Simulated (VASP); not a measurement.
OSZICAR of a VASP run on C (graphite):

**OSZICAR**
```
       N       E                     dE             d eps       ncg     rms          rms(c)
DAV:   1     0.736031658442E+02    0.73603E+02   -0.80093E+03  1016   0.122E+03
DAV:   2    -0.304406393915E+02   -0.10404E+03   -0.92889E+02  1512   0.265E+02
DAV:   3    -0.356485223028E+02   -0.52079E+01   -0.51572E+01  1228   0.600E+01
DAV:   4    -0.357087170169E+02   -0.60195E-01   -0.60144E-01  1272   0.759E+00
DAV:   5    -0.357098474567E+02   -0.11304E-02   -0.11303E-02  1240   0.101E+00    0.754E+00
DAV:   6    -0.419678041298E+02   -0.62580E+01   -0.18996E+01  1012   0.638E+01    0.575E+00
DAV:   7    -0.420547361095E+02   -0.86932E-01   -0.27532E+00  1088   0.228E+01    0.221E+00
DAV:   8    -0.423519230583E+02   -0.29719E+00   -0.10020E+00  1140   0.906E+00    0.148E+00
DAV:   9    -0.422367842546E+02    0.11514E+00   -0.16869E-01  1160   0.506E+00    0.106E+00
DAV:  10    -0.424455501423E+02   -0.20877E+00   -0.15627E-01  1056   0.422E+00    0.215E-01
DAV:  11    -0.424475381428E+02   -0.19880E-02   -0.22416E-02  1076   0.184E+00    0.955E-02
DAV:  12    -0.424709400667E+02   -0.23402E-01   -0.28094E-03  1152   0.539E-01    0.670E-02
DAV:  13    -0.424701618470E+02    0.77822E-03   -0.20246E-03  1080   0.364E-01    0.187E-02
DAV:  14    -0.424702526526E+02   -0.90806E-04   -0.15213E-04  1240   0.138E-01    0.749E-03
DAV:  15    -0.424702193574E+02    0.33295E-04   -0.39883E-05  1136   0.869E-02    0.826E-03
DAV:  16    -0.424703135975E+02   -0.94240E-04   -0.43355E-05  1140   0.733E-02    0.245E-03
DAV:  17    -0.424703134625E+02    0.13509E-06   -0.15215E-06  1140   0.126E-02
   1 F= -.42470313E+02 E0= -.42470427E+02  d E =-.424703E+02
```

Question: Which electronic solver shows in the log?

Answer: It is blocked Davidson (ALGO = Normal, or the opening steps of other solvers). The INCAR had ALGO = Normal.

Question: Can the final energy be trusted as converged?

Answer: The run converged. It stopped with EDIFF = 1E-6, NELM = 100, NSW = 60 and EDIFFG = -0.02 after 1 ionic step (TPSS meta-GGA, plane waves, VASP's PBE PAW potentials (set 64)). Without a dispersion term in the relaxation, distances and binding between the weakly bound layers, chains or molecules are unreliable, and so is what depends on them.

The compound is C in the graphite structure. It was relaxed first, which changed the volume by +31 %. The start is the result of an earlier pass.
